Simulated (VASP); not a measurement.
Input of a VASP 6.6.1 run:

INCAR

```
ALGO = Normal
BPARAM = 11.95
CPARAM = 0.0093
EDIFF = 1E-7
EDIFFG = -0.002
ENCUT = 520
IBRION = 2
ISIF = 3
ISMEAR = 0
IVDW_NL = 2
LASPH = T
LCHARG = F
LMIXTAU = T
LREAL = F
LUSE_VDW = T
LWAVE = F
METAGGA = R2SCAN
NELM = 80
NSW = 80
PREC = Accurate
SIGMA = 0.1
```

KPOINTS

```
k-points
0
Gamma
  18 18 18
```

POSCAR

```
Mo                                      
1.0
   -1.5743537311      1.5743537311      1.5743537311
    1.5743537311     -1.5743537311      1.5743537311
    1.5743537311      1.5743537311     -1.5743537311
  Mo            
     1
Direct
     0.0000000000000000    0.0000000000000000    0.0000000000000000
```

Potentials or basis: VASP PAW PBE potentials, release 64 (Mo_sv).

The run is started by

```console
$ cat potpaw_PBE.64/Mo_sv/POTCAR > POTCAR
$ mpirun -np 1 vasp_std > vasp.out
```

What does it give for the band gap on the k mesh?

None (metal or under the smearing width).

Final structure:
```
CELL_PARAMETERS angstrom
-1.57435 1.57435 1.57435
1.57435 -1.57435 1.57435
1.57435 1.57435 -1.57435
ATOMIC_POSITIONS crystal
Mo 0.00000 0.00000 0.00000
```

Caveat: the relaxation stopped at its first step, so nothing moved.
